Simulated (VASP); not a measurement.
C:

```
CELL_PARAMETERS angstrom
2.46100 0.00000 0.00000
-1.23050 2.13129 0.00000
0.00000 0.00000 7.37880
ATOMIC_POSITIONS crystal
C 0.00000 0.00000 0.25000
C 0.33333 0.66667 0.25000
C 0.00000 0.00000 0.75000
C 0.66667 0.33333 0.75000
```

The cell was built by a generator and needn't be a form met in nature.

Base run:

| Property | Result |
| --- | --- |
| Program | VASP 6.6.1 |
| Functional | PBEsol |
| Potentials or basis | VASP PAW PBE potentials, release 64 (C) |
| Cutoff | 520 eV |
| k mesh | 16 × 16 × 4 |
| Occupations | fermi-dirac, width 0.05 eV |
| Spin | no spin polarisation |

Its results: band gap on the k mesh 0.82 eV, direct; pressure -0.1 GPa.

Question: After a change of settings the same cell gave: band gap on the k mesh 0.82 eV, direct; pressure 1.3 GPa. Which change was it?
A. functional from PBEsol to SCAN; further incar settings from ALGO = Fast; EDIFF = 1e-07 to ALGO = Normal; EDIFF = 1e-07
B. functional from PBEsol to optB86b-vdW
C. functional from PBEsol to vdW-DF
D. functional from PBEsol to vdW-DF2

Answer: B.

Caveats: the PAW data sets were made with another functional, which shifts forces and pressure a little; this functional lacks dispersion, which binds the layers, so the pressure and a relaxed spacing across them are unreliable (some runs).

Runs at the PBE level aren't shown here.
